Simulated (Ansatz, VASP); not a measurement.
# GaP in two plane-wave programs

Wanted: the spread between two codes on one cell, functional and k mesh. The cell is taken from a series of runs on this material, whose earlier steps may have relaxed, scaled, displaced or heated it; both programs get it as it stands.

Method: plane waves, with VASP 6.6.1 beside it; zone-centre phonons at LDA, in Ansatz 0.2.0.

### 1. The structure

It takes space group F-43m (No. 216, cubic). The conventional cell has a = 5.205 Å, b = 5.205 Å, c = 5.205 Å, α = 90.00°, β = 90.00°, γ = 90.00°. P has 4 Ga at 2.25 Å nearest. Nearest to Ga lie 4 P at 2.25 Å. Farther neighbours are not listed.

### 2. Ansatz: zone-centre phonons, LDA, pair 1

Ansatz runs on its PAW soft_1 files.

Second derivatives magnify differences that forces hide, and they need a tight electronic threshold.

Contents of input.yaml:

```yaml
crystal:
  lattice:
    - [0.0, 2.6026752508, 2.6026752508]
    - [2.6026752508, 0.0, 2.6026752508]
    - [2.6026752508, 2.6026752508, 0.0]
  atoms:
    - { symbol: P, position: [0.75, 0.75, 0.75] }
    - { symbol: Ga, position: [0.0, 0.0, 0.0] }
kpoints:
  mp_grid: { grid: [12, 12, 12] }
hamiltonian:
  xc: lda
  pseudopotentials: { kind: paw, azcp: { folder: soft_1 }, xc_functional: pbe }
scf:
  occupations: { method: fixed }
output:
  eigenvalues: true
phonons:
  method: dfpt
  dielectric: true
  rigid_motions: translations
```

The run is started by

```sh
> ansatz run input.yaml --threads 4 --pin off --max-ram 10240MiB --backend cpu --events-out ev --progress --plain --runs-dir out
```

Numbers of over 12 decimals in the logs are rounded to 6 here.

The log of the run:

```text
Engine: ansatz 0.2.0, aarch64-unknown-linux-gnu
Pseudopotentials: kind: paw
Pseudopotential: P, paw, valence charge 5, recommended cutoff 420 eV (normal), soft_1/P.paw.azcp
Pseudopotential: Ga, paw, valence charge 13, recommended cutoff 420 eV (normal), soft_1/Ga.paw.azcp
Functional definition: SPW92
  exchange = slater_x
  correlation = pw_c
Crystal: 2 atoms, lattice volume = 35.261 Å³
Basis set: ecut = 420 eV, 701 PW (Γ), exchange–correlation on 50×50×50 points (8 copies of the dense FFT grid, shifted against one another)
Bands: 13, of which v1, the nominal top of the filled ones, is band 9 counted from 1 (8 counted from 0)
Symmetry: 24 space group operations
k-points: 280 of 1728 (irreducible under 4 space group operations, time reversal used)
Non-local potential: P, projectors of the file, l = 0: 2, l = 1: 2, l = 2: 1
Non-local potential: Ga, projectors of the file, l = 0: 2, l = 1: 2, l = 2: 3, l = 3: 1
PAW form: soft (Blöchl's): semilocal exchange-correlation on the pseudo side does not see the compensation charge
PAW frozen core: P, regenerated for the run's functional, and the local potential with it (the file was generated under x = pbe(κ = 0.804, μ = 0.219515), c = pbe(β = 0.066725))
PAW frozen core: Ga, regenerated for the run's functional, and the local potential with it (the file was generated under x = pbe(κ = 0.804, μ = 0.219515), c = pbe(β = 0.066725))
PAW one-centre angular grid: P, 110 points (default); XC on 64 Gauss nodes
PAW one-centre angular grid: Ga, 590 points (default); XC on 64 Gauss nodes
Initial density: superposition of atomic densities (chi_scale 0.1, normalization cell, long waves kept (reshape's long-wave potential 0.00 eV rms))
Initial wavefunctions: pseudopotential atomic-orbital guess
Functional: x = slater, c = lda
SCF iter   1: F=—  HF=-4433.875794 eV  |F-HF|=—  |Δ(HF+E_count)|=         —  Δρ=4.96e-2  dr2=7.65e-1  ethr=3.10e-3  ⟨swp⟩=5.0  Hψ=19705  notcnv=0  defer=522
preconditioner: auto → none  [insulator: Δε(μ)=1.690 eV  Ē_g=15.979 eV  n_scr=14 (ndim 8)  ℏωp=26.5 eV  f_vac=0.000  ε∞_Penn≈3.8]
SCF iter   2: F=—  HF=-4433.657024 eV  |F-HF|=—  |Δ(HF+E_count)|=   2.19e-1  Δρ=2.17e-2  dr2=9.38e-2  ethr=3.10e-3  ⟨swp⟩=2.2  Hψ=7022  notcnv=0  defer=511
SCF iter   3: F=—  HF=-4433.642732 eV  |F-HF|=—  |Δ(HF+E_count)|=   1.43e-2  Δρ=5.26e-3  dr2=8.03e-3  ethr=5.21e-4  ⟨swp⟩=3.2  Hψ=6801  notcnv=0  defer=536
SCF iter   4: F=—  HF=-4433.639887 eV  |F-HF|=—  |Δ(HF+E_count)|=   2.85e-3  Δρ=2.81e-3  dr2=1.02e-3  ethr=4.46e-5  ⟨swp⟩=3.0  Hψ=7297  notcnv=0  defer=543
SCF iter   5: F=—  HF=-4433.639470 eV  |F-HF|=—  |Δ(HF+E_count)|=   4.17e-4  Δρ=6.23e-4  dr2=4.78e-5  ethr=5.65e-6  ⟨swp⟩=2.0  Hψ=6735  notcnv=0  defer=546
SCF iter   6: F=—  HF=-4433.639473 eV  |F-HF|=—  |Δ(HF+E_count)|=   3.60e-6  Δρ=3.38e-5  dr2=2.45e-7  ethr=2.66e-7  ⟨swp⟩=2.2  Hψ=4370  notcnv=0  defer=457
SCF iter   7: F=—  HF=-4433.639473 eV  |F-HF|=—  |Δ(HF+E_count)|=   5.00e-7  Δρ=6.01e-6  dr2=6.20e-9  ethr=1.36e-9  ⟨swp⟩=2.0  Hψ=6159  notcnv=0  defer=253
SCF iter   8: F=-4433.639473 eV  HF=-4433.639473 eV  |F-HF|=1.64e-11  |Δ(HF+E_count)|=  7.17e-10  Δρ=3.17e-7  dr2=1.74e-11  ethr=1.00e-12  ⟨swp⟩=8.9  Hψ=29144  notcnv=0
SCF 1 converged in 8 iterations: F = -4433.639473 eV  dr2 = 1.74e-11
  Residual-converged pass: ⟨swp⟩=1.0  Hψ=4766  notcnv=0  max |occ|·‖R‖ = 7.1e-9 eV (tolerance 1.0e-8 eV)  dr2=1.74e-11  dr2_onsite=1.62e-11  max |Δocc| = 0.0e0
  greatest PAW one-centre occupation: 0.994 electrons in one spin orbital (limit 2), on the Ga atom at site 1 (counted from 0), in its partial waves of l = 2
NSCF: frozen V_eff on 1 k-points
DFPT response loops at Γ: preconditioner auto → none (the input reference at scf.mixing.eps_inf says where Resta's filter doesn't serve); β = 0.50; Broyden in place of MSR1
── the response to a field inside a basis, on 12×12×12 k-points: an SCF that follows is theirs, and a resumed run solves both again ──
Bands: 10, of which v1, the nominal top of the filled ones, is band 9 counted from 1 (8 counted from 0)
k-points: 182 of 1728 (irreducible under 6 space group operations, time reversal used)
Initial density: handed on by an earlier stage of this run
Initial wavefunctions: pseudopotential atomic-orbital guess (no wavefunctions were taken with the density)
Eigensolver: Dense (182 Hₖ)
SCF iter   1: F=—  HF=-4433.638732 eV  |F-HF|=—  |Δ(HF+E_count)|=         —  Δρ=1.40e-4  dr2=2.32e-6  ethr=1.00e-1
preconditioner: auto → none  [insulator: Δε(μ)=1.283 eV  Ē_g=13.671 eV  n_scr=14 (ndim 8)  ℏωp=26.5 eV  f_vac=0.000  ε∞_Penn≈4.8]
SCF iter   2: F=—  HF=-4433.638731 eV  |F-HF|=—  |Δ(HF+E_count)|=   7.34e-7  Δρ=1.03e-4  dr2=1.47e-6  ethr=1.29e-8
SCF iter   3: F=—  HF=-4433.638732 eV  |F-HF|=—  |Δ(HF+E_count)|=   2.60e-7  Δρ=2.81e-5  dr2=2.42e-7  ethr=8.19e-9
SCF iter   4: F=-4433.638731 eV  HF=-4433.638731 eV  |F-HF|=1.08e-9  |Δ(HF+E_count)|=   2.99e-7  Δρ=3.19e-6  dr2=1.87e-9  ethr=1.34e-9
SCF 1 converged in 4 iterations: F = -4433.638731 eV  dr2 = 1.87e-9
DFPT response loops at Γ: mixed as the last ones told, above
SCF converged after 8 iterations
Free energy (F): -4433.639473 eV
Harris-Foulkes:  -4433.639473 eV  (|F-HF|=1.64e-11)
Internal energy: -4433.639473 eV  (E = F + TS)
E sigma→0 (E₀):  -4433.639473 eV
Fermi energy:    8.699932 eV
--- Per-component energies (eV) ---
  E_band       = -38.103033
  E_kinetic    = 185.888099
  E_local      = -1587.062568  (includes V_loc(G=0)·N_el)
  E_nonlocal   = -56.664400
  E_hartree    = 979.767939
  E_xc         = -137.839817
  E_vxc        = -120.978627  (∫ρ·V_xc dr)
  E_paw        = -2445.109523  (= ΣΔE_a)
  E_vpaw       = -418.821122  (= ΣTr[D̂ρ^β])
  E_aug_tail   = -0.000191  (compensation charges beyond the density's cutoff)
  E_ewald      = -1374.464844
  E_core_change = 1.845833  (= ΣΔE_core)
  E_smearing   = -0.000000  (= −TS)
  E_closure    = 0.000000  (closes the sum)
  Σ components = -4433.639473   (vs F -4433.639473, Δ=0.00e0)
--- Band table (eV; the first three rows and the last of 280) ---
  k-point 0: bands = [... 5 lower, -4.9452, 8.6999, 8.6999, 8.6999, 11.4782, 12.4207, 12.4207, 12.4207]
  k-point 1: bands = [... 5 lower, -4.8354, 7.7702, 8.5581, 8.5581, 11.7458, 12.6275, 12.6275, 12.8339]
  k-point 2: bands = [... 5 lower, -4.5164, 6.1125, 8.2337, 8.2337, 11.5044, 13.0721, 13.0721, 14.1726]
  k-point 279: bands = [... 5 lower, -1.1029, 1.4148, 4.3754, 4.4980, 13.3150, 14.0420, 14.6605, 15.0510]
--- Phonons (Γ-DFPT): 2 representative perturbations + reference, on 280 of 1728 k-points (Σ response iterations 6) ---
  k mesh reduced under 4 symmetry operations, with k and −k counted as one. Each operation leaves every solved perturbation unchanged. A smaller set is not considered because the run solves the response to a homogeneous field
  ASR residual: 8.845e-5 → 0.000e0 eV/Å²; symmetrization residual: 2.165e-6 eV/Å²
  ASR residual per site (eV/Å²): 8.84e-5 3.14e-5
  Γ frequencies (cm⁻¹): 0.00 0.00 0.00 414.51 414.51 414.51
  ε∞ (high-frequency dielectric tensor):
       10.113275     0.000000    -0.000000
        0.000000    10.113275     0.000000
       -0.000000     0.000000    10.113275
  ε⁰ (static dielectric tensor: ions relaxed, cell fixed):
       11.444446     0.000000    -0.000000
        0.000000    11.444446     0.000000
       -0.000000     0.000000    11.444446
  ε⁰ − ε∞ (ionic part):
        1.331171     0.000000     0.000000
        0.000000     1.331171     0.000000
        0.000000     0.000000     1.331171
  softest optical mode at Γ: 414.51 cm⁻¹; the repairs (sum rule, projections) moved no ω² at Γ by more than (0.94 cm⁻¹)²
  Born effective charges Z* (e; rows j = field, columns β = displacement):
    site 0:
        -1.87486   -0.00000   -0.00000
        -0.00000   -1.87486   -0.00000
        -0.00000   -0.00000   -1.87486
    site 1:
         1.87486    0.00000    0.00000
         0.00000    1.87486    0.00000
         0.00000    0.00000    1.87486
  Z* charge neutrality: 1.968e-4 e pre-enforcement
  solved inside a basis spanned on kpoints, on 12×12×12 k-points, its susceptibility summed on 16×16×16: ε∞ is read to err by 2.8e-2, Z* by 1.4e-2 e (field_mesh: kpoints solves on kpoints); Z* is corrected for what the basis lacks
  optical modes at Γ without the LO–TO term, one row a degenerate level:
      ω (cm⁻¹)  modes    IR ((D/Å)²/amu)
        414.51      3            11.3440
  optical modes at Γ + LO–TO along q̂ = [1.0000, 0.0000, 0.0000]:
      ω (cm⁻¹)  modes    IR ((D/Å)²/amu)
        414.51      2             7.5627
        440.95      1             3.7813
  optical modes at Γ + LO–TO along q̂ = [0.0000, 1.0000, 0.0000]:
      ω (cm⁻¹)  modes    IR ((D/Å)²/amu)
        414.51      2             7.5627
        440.95      1             3.7813
  optical modes at Γ + LO–TO along q̂ = [0.0000, 0.0000, 1.0000]:
      ω (cm⁻¹)  modes    IR ((D/Å)²/amu)
        414.51      2             7.5627
        440.95      1             3.7813
```

(Part 1 of 3 ends here.)

[Lines on the potential files, build, host, timing and source positions are cut from VASP's logs without a mark.]

[Logs are printed without paths, hosts, clocks, repeated set-up lines and the standing remarks that a program may print on its own settings, such as how far it seeks lower states.]

[Hosts, paths, dates, database ids (printed as entryN), source tags and the programs' standing remarks are cut or masked in the printed files.]
